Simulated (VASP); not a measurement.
SnS2 (space group P6_3mc): computed properties

Calculation: PBEsol GGA, VASP's PBE PAW potentials (set 64) (plane waves; VASP).

For SnS$_{2}$, the space group is P6_3mc (186), the cell comes out as a = b = 3.6495 Å, c = 12.0729 Å, α = β = 90.00°, γ = 120.00° and the volume per atom comes out as 23.21 Å³/atom. The band gap (over mesh and band path) is 1.25 eV, the smallest direct gap (over mesh and band path) is 1.47 eV and the band gap with spin-orbit coupling is 1.24 eV. The density is 4.36 g/cm³. The optical Γ-point spectrum is 20 (×2), 31, 191 (×2), 197 (×2), 203 (×2), 207 (×2), 303, 304, 340, 353 cm⁻¹.

```xyz
6
Lattice="3.6495 0.0000 0.0000 -1.8248 3.1606 0.0000 0.0000 0.0000 12.0729" Properties=species:S:1:pos:R:3 pbc="T T T"
Sn     0.0000     2.1070     7.5458
Sn     1.8248     1.0535     1.5093
S      1.8248     1.0535     9.0205
S      0.0000     2.1070     2.9840
S      0.0000     0.0000     0.0339
S      0.0000     0.0000     6.0704
```

Without a dispersion term in the relaxation, distances and binding between the weakly bound layers, chains or molecules are unreliable, and so is what depends on them. Unless said otherwise, spin-orbit coupling is left out, though it shifts the bands of the heavy elements here.

The structure comes from a computed database's SnS2 entry (P6_3mc); how it stands against other phases isn't given here. It was relaxed first. Symmetry was kept, so distortions that lower it aren't found.
